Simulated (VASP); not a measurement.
Consider the following.

```yaml
crystal:
  lattice:
    - [-1.58211, 1.58211, 1.58211]
    - [1.58211, -1.58211, 1.58211]
    - [1.58211, 1.58211, -1.58211]
  atoms:
    - { symbol: Mo, position: [0.00000, 0.00000, 0.00000] }
```

Method: PBEsol GGA, VASP's PBE PAW potentials (set 64) (plane waves; VASP). Run with 520 eV cut-off, 16×16×16 Γ-centred mesh, first-order Methfessel-Paxton smearing of 0.10 eV, potentials Mo_sv.

### Question
Give the stress tensor in GPa (positive for a compressed cell).

### Answer

```
-8.35   0.00   0.00
 0.00  -8.35   0.00
 0.00   0.00  -8.35
```
The pressure is its mean diagonal, -8.35 GPa.

The compound is Mo in the bcc structure. This cell is one point of a volume scan, at 1.03 of the reference volume.
